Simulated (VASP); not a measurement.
Consider the following.

```yaml
crystal:
  lattice:
    - [4.03649, -2.19810, 0.00000]
    - [4.03649, 2.19810, 0.00000]
    - [2.83950, 0.00000, 3.61416]
  atoms:
    - { symbol: Sb, position: [0.23350, 0.23350, 0.23350] }
    - { symbol: Sb, position: [0.76650, 0.76650, 0.76650] }
```

Calculation: PBE GGA, VASP's PBE PAW potentials (set 64) (plane waves; VASP). Numerical set-up: 800 eV cut-off, 9×9×9 Γ-centred mesh, first-order Methfessel-Paxton smearing of 0.10 eV, potentials Sb.

What does the run give for the energy per atom (σ→0), largest force?

```yaml
energy per atom (σ→0): -4.140 eV/atom
largest_force: 0.081 eV/Å
```

Total energies compare only between runs with the same potentials, cut-off and functional.

The compound is Sb in the a7 structure. The cell was not relaxed at this level. The run is one of a series of settings (ENCUT = 800 against the base run), some of them coarse on purpose.
